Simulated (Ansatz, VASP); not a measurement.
**Cross-check of Li8H7F between VASP and Ansatz**

Aim: how closely do two programs agree when they are given the same cell, functional and k mesh? The structure shown is frame 133 of Ansatz's trajectory.

Program: Ansatz 0.2.0. Level of theory: plane waves, with VASP 6.6.1 beside it; single point at PBE. Results are calculated unless marked as measured.

## 1. Set-up

The cell holds 64 atoms: 32 Li, 28 H and 4 F. Cell: a = 8.152 Å, b = 8.152 Å, c = 8.152 Å, α = 90.0°, β = 90.0°, γ = 90.0°. It derives from LiF (rock-salt), repeated 2×2×2. Rock-salt LiF, 2 x 2 x 2 conventional cells, 28 of 32 F sites given to H at random (x = 0.875), lattice by Vegard's rule (a = 4.076 A); (so at first; earlier steps may have moved the atoms), displaced by a Gaussian of 0.02 A.

## 2. Ansatz: dynamics, PBE

Ansatz runs on its default PAW (the set named soft_2) files.

One frame of this run of dynamics is then solved in both programs, so the motion causes no difference.

File input.yaml:

```yaml
crystal:
  lattice:
    - [8.152, 0.0, 0.0]
    - [0.0, 8.152, 0.0]
    - [0.0, 0.0, 8.152]
  atoms:
    - { symbol: Li, position: [0.99941, 0.00189, 0.99933] }
    - { symbol: H, position: [0.24761, 0.99982, 0.99748] }
    - { symbol: Li, position: [0.00057, 0.24557, 0.24974] }
    - { symbol: F, position: [0.2468, 0.24986, 0.24851] }
    - { symbol: Li, position: [0.2507, 0.0014, 0.24705] }
    - { symbol: H, position: [0.99766, 0.99888, 0.25477] }
    - { symbol: Li, position: [0.25313, 0.24827, 0.99545] }
    - { symbol: H, position: [0.99767, 0.25236, 0.00042] }
    - { symbol: Li, position: [0.00312, 0.99959, 0.50193] }
    - { symbol: H, position: [0.25157, 0.99957, 0.50112] }
    - { symbol: Li, position: [0.99407, 0.2487, 0.74471] }
    - { symbol: H, position: [0.2501, 0.24931, 0.75112] }
    - { symbol: Li, position: [0.24452, 0.9975, 0.75001] }
    - { symbol: H, position: [0.00151, 0.99873, 0.74485] }
    - { symbol: Li, position: [0.25115, 0.24926, 0.5044] }
    - { symbol: F, position: [0.00105, 0.25093, 0.50174] }
    - { symbol: Li, position: [0.00287, 0.50433, 0.99792] }
    - { symbol: H, position: [0.24856, 0.49979, 0.99638] }
    - { symbol: Li, position: [0.99969, 0.75392, 0.24975] }
    - { symbol: H, position: [0.25224, 0.75272, 0.25221] }
    - { symbol: Li, position: [0.24956, 0.49994, 0.25352] }
    - { symbol: H, position: [0.99384, 0.5008, 0.2507] }
    - { symbol: Li, position: [0.24723, 0.74868, 0.00162] }
    - { symbol: H, position: [0.99983, 0.7487, 0.99732] }
    - { symbol: Li, position: [0.99873, 0.49845, 0.49663] }
    - { symbol: H, position: [0.2494, 0.49641, 0.50178] }
    - { symbol: Li, position: [0.00125, 0.74775, 0.75175] }
    - { symbol: H, position: [0.24995, 0.7477, 0.75303] }
    - { symbol: Li, position: [0.24636, 0.50349, 0.74743] }
    - { symbol: H, position: [0.00167, 0.49912, 0.75271] }
    - { symbol: Li, position: [0.25035, 0.74909, 0.49654] }
    - { symbol: H, position: [0.99905, 0.74837, 0.50105] }
    - { symbol: Li, position: [0.50345, 0.00577, 0.99985] }
    - { symbol: H, position: [0.74683, 0.99799, 0.99726] }
    - { symbol: Li, position: [0.50014, 0.24776, 0.24933] }
    - { symbol: H, position: [0.74749, 0.24912, 0.25081] }
    - { symbol: Li, position: [0.75447, 0.00134, 0.24768] }
    - { symbol: H, position: [0.50054, 0.99901, 0.24748] }
    - { symbol: Li, position: [0.75439, 0.24838, 0.00191] }
    - { symbol: F, position: [0.49728, 0.25087, 0.99785] }
    - { symbol: Li, position: [0.49949, 0.99992, 0.50082] }
    - { symbol: H, position: [0.74984, 0.00138, 0.49876] }
    - { symbol: Li, position: [0.5005, 0.25011, 0.74796] }
    - { symbol: H, position: [0.74365, 0.25141, 0.74915] }
    - { symbol: Li, position: [0.74746, 0.00302, 0.7546] }
    - { symbol: H, position: [0.50149, 0.99488, 0.74855] }
    - { symbol: Li, position: [0.74352, 0.24524, 0.49985] }
    - { symbol: H, position: [0.49506, 0.25161, 0.49997] }
    - { symbol: Li, position: [0.50026, 0.49927, 0.00174] }
    - { symbol: H, position: [0.75374, 0.49784, 0.99747] }
    - { symbol: Li, position: [0.50063, 0.75218, 0.24649] }
    - { symbol: H, position: [0.747, 0.74783, 0.25265] }
    - { symbol: Li, position: [0.74869, 0.49995, 0.2502] }
    - { symbol: H, position: [0.49957, 0.49635, 0.2498] }
    - { symbol: Li, position: [0.75022, 0.75116, 0.99881] }
    - { symbol: H, position: [0.50219, 0.74979, 0.99873] }
    - { symbol: Li, position: [0.49948, 0.5046, 0.49926] }
    - { symbol: H, position: [0.74945, 0.50135, 0.49472] }
    - { symbol: Li, position: [0.50029, 0.74983, 0.74819] }
    - { symbol: F, position: [0.7504, 0.74917, 0.74905] }
    - { symbol: Li, position: [0.74949, 0.50095, 0.75065] }
    - { symbol: H, position: [0.50148, 0.49843, 0.74865] }
    - { symbol: Li, position: [0.74674, 0.75371, 0.50105] }
    - { symbol: H, position: [0.50025, 0.74914, 0.50082] }
kpoints:
  mp_grid: { grid: [1, 1, 1] }
hamiltonian:
  xc: pbe
scf:
  occupations: { method: gaussian, width: 0.025 }
output:
  forces: true
  stress: true
md:
  timestep: 0.5
  n_steps: 400
  ensemble: nvt_nose_hoover
  temperature: 300
  initial_velocities: maxwell_boltzmann
  seed: 8309
```

Run with:

```sh
$ ansatz run input.yaml --threads 4 --pin off --max-ram 8192MiB --backend cpu --events-out ev --progress --plain --runs-dir out
```

Numbers of over 12 decimals in the logs are rounded to 6 here.

Output:

```text
Warning: md: disabling space-group detection — thermal motion breaks the input geometry's symmetry, so no spatial operation reduces the k-mesh or symmetrises the density; time reversal is kept, so that k and −k are solved as one point where they differ and the mesh holds both, and exact exchange and, on two spinor components, a DFT+U term hold to it where the run has them: on two components no moment then forms, and  [...]
Warning: output.stress: scf.convergence.dr2_threshold = 6.4e-8 eV (the default of an md: trajectory) is looser than the 6.4e-9 eV advised for a printed stress (1e-10 eV for each atom of the cell: 64). What an SCF threshold leaves in a stress goes as its square root, and in the free energy as the threshold itself, and one threshold admits the most on a small cell: [figures from the program's tests cut] Set scf.converg [...]
Engine: ansatz 0.2.0, x86_64-unknown-linux-gnu
Pseudopotentials: kind: paw
Pseudopotential: Li, paw, valence charge 3, recommended cutoff 420 eV (normal), Li.paw.azcp
Pseudopotential: H, paw, valence charge 1, recommended cutoff 420 eV (normal), H.paw.azcp
Pseudopotential: F, paw, valence charge 7, recommended cutoff 420 eV (normal), F.paw.azcp
Functional definition: PBE
  parameter kappa = 0.804
  parameter beta = 0.066725
  exchange = pbe_x(kappa = kappa, mu = beta*pi^2/3)
  correlation = pbe_c(beta = beta)
Crystal: 64 atoms, lattice volume = 541.742 Å³
Basis set: ecut = 420 eV, 10635 PW (Γ), exchange–correlation on 120×120×120 points (8 copies of the dense FFT grid, shifted against one another)
Bands: 140, of which v1, the nominal top of the filled ones, is band 76 counted from 1 (75 counted from 0)
Symmetry: 1 space group operations
k-points: 1
Non-local potential: Li, projectors of the file, l = 0: 3, l = 1: 2, l = 2: 1
Non-local potential: H, projectors of the file, l = 0: 2, l = 1: 1
Non-local potential: F, projectors of the file, l = 0: 2, l = 1: 2, l = 2: 1
PAW form: soft (Blöchl's): semilocal exchange-correlation on the pseudo side does not see the compensation charge
PAW one-centre angular grid: Li, 110 points (default); XC on 64 Gauss nodes
PAW one-centre angular grid: H, 110 points (default); XC on 64 Gauss nodes
PAW one-centre angular grid: F, 110 points (default); XC on 64 Gauss nodes
Initial density: superposition of atomic densities (neutral atoms: chi_scale 0, normalization atom), corrected by the library's trained network
Initial wavefunctions: pseudopotential atomic-orbital guess
Functional: x = pbe(κ = 0.804, μ = 0.219515), c = pbe(β = 0.066725)
SCF iter   1: F=—  HF=-10261.147637 eV  |F-HF|=—  |Δ(HF+E_count)|=         —  Δρ=3.49e-3  dr2=7.60e-2  ethr=1.77e-3  ⟨swp⟩=6.0  Hψ=641  notcnv=0  defer=43
preconditioner: auto → Resta (q_TF=auto, 2.207 Å⁻¹)  ε∞=2.6  [insulator: Δε(μ)=3.524 eV  Ē_g=11.340 eV  σ=0.025 eV  W_gap=1.00  n_scr=92 (ndim 8)  ℏωp=14.3 eV  f_vac=0.000  D(μ)=0.00/eV (n_scr^D=0)  ε∞_Penn≈2.6]
SCF iter   2: F=—  HF=-10261.131156 eV  |F-HF|=—  |Δ(HF+E_count)|=   1.65e-2  Δρ=1.72e-3  dr2=1.70e-2  ethr=5.00e-5  ⟨swp⟩=2.0  Hψ=199  notcnv=0  defer=59
SCF iter   3: F=—  HF=-10261.131219 eV  |F-HF|=—  |Δ(HF+E_count)|=   6.26e-5  Δρ=1.03e-3  dr2=3.94e-3  ethr=1.12e-5  ⟨swp⟩=2.0  Hψ=130  notcnv=0  defer=59
SCF iter   4: F=—  HF=-10261.130712 eV  |F-HF|=—  |Δ(HF+E_count)|=   5.07e-4  Δρ=1.98e-4  dr2=1.18e-4  ethr=2.59e-6  ⟨swp⟩=2.0  Hψ=116  notcnv=0  defer=59
SCF iter   5: F=—  HF=-10261.130838 eV  |F-HF|=—  |Δ(HF+E_count)|=   1.26e-4  Δρ=3.62e-5  dr2=4.56e-6  ethr=7.75e-8  ⟨swp⟩=2.0  Hψ=123  notcnv=0  defer=59
SCF iter   6: F=—  HF=-10261.129713 eV  |F-HF|=—  |Δ(HF+E_count)|=   1.13e-3  Δρ=2.08e-5  dr2=1.51e-6  ethr=3.00e-9  ⟨swp⟩=2.0  Hψ=157  notcnv=0  defer=59
SCF iter   7: F=—  HF=-10261.129713 eV  |F-HF|=—  |Δ(HF+E_count)|=   3.08e-7  Δρ=7.80e-6  dr2=2.35e-7  ethr=9.90e-10  ⟨swp⟩=2.0  Hψ=116  notcnv=0  defer=59
SCF iter   8: F=-10261.129713 eV  HF=-10261.129713 eV  |F-HF|=3.30e-9  |Δ(HF+E_count)|=   3.15e-7  Δρ=3.86e-6  dr2=5.02e-8  ethr=4.21e-11  ⟨swp⟩=4.0  Hψ=317  notcnv=0
[...]
automatic band count: iteration 1 solves 88 bands in place of 140: the levels show a gap, and the empty bands left out lie too high to hold charge; the band table lists the bands solved (type scf.n_extra_bands for more)
md step   392: t =   196.00 fs  T =   214.3 K  F+E_penalty+E_count = -10259.45267967 eV  E_kin = 1.745345 eV  conserved = -10258.68558231 eV  P_inst = 0.8424 GPa  (2 SCF iters)
[... from here on, the SCF cycles and remarks between the steps are left out ...]
md step   393: t =   196.50 fs  T =   214.3 K  F+E_penalty+E_count = -10259.44870151 eV  E_kin = 1.745016 eV  conserved = -10258.68557490 eV  P_inst = 0.8397 GPa  (3 SCF iters)
md step   394: t =   197.00 fs  T =   214.1 K  F+E_penalty+E_count = -10259.44377086 eV  E_kin = 1.743735 eV  conserved = -10258.68556469 eV  P_inst = 0.8356 GPa  (2 SCF iters)
md step   395: t =   197.50 fs  T =   213.9 K  F+E_penalty+E_count = -10259.43802642 eV  E_kin = 1.741639 eV  conserved = -10258.68555116 eV  P_inst = 0.8299 GPa  (3 SCF iters)
md step   396: t =   198.00 fs  T =   213.5 K  F+E_penalty+E_count = -10259.43165859 eV  E_kin = 1.738917 eV  conserved = -10258.68553393 eV  P_inst = 0.8226 GPa  (3 SCF iters)
md step   397: t =   198.50 fs  T =   213.2 K  F+E_penalty+E_count = -10259.42490939 eV  E_kin = 1.735809 eV  conserved = -10258.68551388 eV  P_inst = 0.8138 GPa  (2 SCF iters)
md step   398: t =   199.00 fs  T =   212.8 K  F+E_penalty+E_count = -10259.41806905 eV  E_kin = 1.732605 eV  conserved = -10258.68549182 eV  P_inst = 0.8034 GPa  (3 SCF iters)
md step   399: t =   199.50 fs  T =   212.4 K  F+E_penalty+E_count = -10259.41146963 eV  E_kin = 1.729636 eV  conserved = -10258.68546795 eV  P_inst = 0.7917 GPa  (2 SCF iters)
md step   400: t =   200.00 fs  T =   212.1 K  F+E_penalty+E_count = -10259.40547489 eV  E_kin = 1.727267 eV  conserved = -10258.68544302 eV  P_inst = 0.7785 GPa  (6 SCF iters)
SCF converged after 6 iterations
Free energy (F): -10259.405475 eV
Harris-Foulkes:  -10259.405475 eV  (|F-HF|=4.17e-9)
Internal energy: -10259.405475 eV  (E = F + TS)
E sigma→0 (E₀):  -10259.405475 eV
Fermi energy:    2.783200 eV
--- Per-component energies (eV) ---
  E_band       = -3104.720655
  E_kinetic    = 1927.650989
  E_local      = -7386.055294  (includes V_loc(G=0)·N_el)
  E_nonlocal   = -727.598076
  E_hartree    = 2485.269653
  E_xc         = -932.242448
  E_vxc        = -1200.133136  (∫ρ·V_xc dr)
  E_paw        = -1489.434217  (= ΣΔE_a)
  E_vpaw       = -689.098382  (= ΣTr[D̂ρ^β])
  E_aug_tail   = -0.024965  (compensation charges beyond the density's cutoff)
  E_ewald      = -4136.971115
  E_smearing   = -0.000000  (= −TS)
  E_closure    = 0.000000  (closes the sum)
  Σ components = -10259.405475   (vs F -10259.405475, Δ=0.00e0)
--- Forces (eV/Å), atoms counted from 1 ---
  atom   1  Li     0.00261058    -0.07468985     0.11877922
  atom   2  H      0.49813643     0.02685453    -0.32220219
  atom   3  Li     0.76364675    -0.30550344     0.28294475
  atom   4  F      0.41757175     0.22567975    -0.20647434
  atom   5  Li    -0.17030530     0.54334136     0.44710390
  atom   6  H     -0.23129683    -0.48488742    -0.05639701
  atom   7  Li     0.12958161     0.34109405     0.12192954
  atom   8  H     -0.02242212     0.28500004     0.27901389
  atom   9  Li     0.24006651     0.28941596    -0.27307132
  atom  10  H     -0.26409393     0.03438156    -0.31877246
  atom  11  Li     0.03156349     0.09797087    -0.42108357
  atom  12  H     -0.04938056    -0.14182025     0.14993402
  atom  13  Li    -0.15011107     0.09177938     0.12409652
  atom  14  H     -0.01022561     0.32793266    -0.28945407
  atom  15  Li    -0.37222781     0.14479814    -0.19584215
  atom  16  F     -0.42205166    -0.28466873     0.20192495
  atom  17  Li     0.10154758     0.00405456     0.38852171
  atom  18  H      0.30968848    -0.06780812    -0.09677953
  atom  19  Li    -0.04412962     0.03788052    -0.13236630
  atom  20  H     -0.01872091    -0.10987730     0.17540626
  atom  21  Li    -0.23255936    -0.10028639     0.13517528
  atom  22  H     -0.26374565    -0.28548778    -0.19041407
  atom  23  Li    -0.25632669     0.02150221    -0.03953451
  atom  24  H     -0.30863397    -0.38142692     0.29987330
[...]
atom  57  Li    -0.54753852     0.00623200    -0.10319431
  atom  58  H      0.29055367     0.07921036     0.13056120
  atom  59  Li     0.10890318     0.06472163     0.10010316
  atom  60  F     -0.14900382    -0.00909027    -0.04360766
  atom  61  Li    -0.00635050     0.12817712    -0.03397422
  atom  62  H      0.15962052    -0.38436667     0.09227912
  atom  63  Li    -0.06381321    -0.25555310    -0.12307861
  atom  64  H     -0.11754442     0.38364730    -0.06532673
  max |Σ_I F_I| component: 1.15e-4 eV/Å
--- Stress (GPa, compression-positive) ---
        0.425991       0.053718       0.099655
        0.053718       0.395090       0.041391
        0.099655       0.041391       0.476587
  P = ⅓ Tr σ = 0.4326 GPa (4.326 kbar)
--- MD trajectory: 400 steps, t = 0.0 → 200.0 fs ---
  final state: T = 212.1 K   F+E_penalty+E_count = -10259.40547489 eV   E_kin = 1.727267 eV
  conserved energy: peak-to-peak 1.554e-3 eV (2.428e-5 eV/atom) over 200.0 fs
```

(Part 1 of 2 ends here.)

[Lines on the potential files, build, host, timing and source positions are cut from VASP's logs without a mark.]

[Logs are printed without paths, hosts, clocks, repeated set-up lines and the standing remarks that a program may print on its own settings, such as how far it seeks lower states.]

[Hosts, paths, dates, database ids (printed as entryN), source tags and the programs' standing remarks are cut or masked in the printed files.]
